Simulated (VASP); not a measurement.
Consider the following.

```
CaF2
1.0
    0.00000     2.76522     2.76522
    2.76522     0.00000     2.76522
    2.76522     2.76522     0.00000
Ca F
1 2
Direct
  0.00000   0.00000   0.00000
  0.25000   0.25000   0.25000
  0.75000   0.75000   0.75000
```

These are PBE GGA, VASP's PBE PAW potentials (set 64) (plane waves; VASP) values and carry that method's errors. Numerical set-up: 400 eV cut-off, 8×8×8 Γ-centred mesh, Fermi-Dirac smearing of 0.010 eV, potentials Ca_sv F.

Question: Give the energies of bands 7 to 15 at the high-symmetry points, in eV from the valence-band maximum.

Answer: 
```
band      Γ      X      U      L      W
----  -----  -----  -----  -----  -----
7     -1.99  -2.58  -2.33  -1.43  -2.16
8     -1.99  -1.59  -1.66  -1.43  -2.04
9     -1.99  -1.59  -1.45  -1.25  -1.00
10    -0.25  -0.35  -0.61  -1.19  -1.00
11    -0.25  -0.35  -0.43  -0.81  -0.27
12    -0.25   0.00  -0.09  -0.81  -0.09
13     7.09   8.04   8.28   9.24   8.35
14     9.04   9.33   9.51   9.24   9.58
15     9.04   9.90   9.64   9.53   9.73
```

The gap is indirect, 7.09 eV, from the valence maximum at X to the conduction minimum at Γ.

The structure is a typed CaF2 crystal (Fm-3m). The cell was not relaxed at this level.
